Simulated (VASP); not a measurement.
Energy against volume of Li₂O (antifluorite). These are PW91 GGA, VASP's PBE PAW potentials (set 64) (plane waves; VASP) values and carry that method's errors.

| V (Å³/atom) | E (eV/atom) |
|---|---|
| 7.725 | -4.80827 |
| 7.971 | -4.81577 |
| 8.218 | -4.81882 |
| 8.464 | -4.81801 |
| 8.711 | -4.81395 |

Problem. Fit a third-order Birch-Murnaghan equation of state.

Solution. 
```yaml
volume_per_atom: 8.29 Å³/atom
bulk_modulus: 80.0 GPa
pressure_derivative_of_the_bulk_modulus: 4.15
lattice_constant_a: 4.633 Å
```

The compound is Li2O in the antifluorite structure. It was relaxed first.
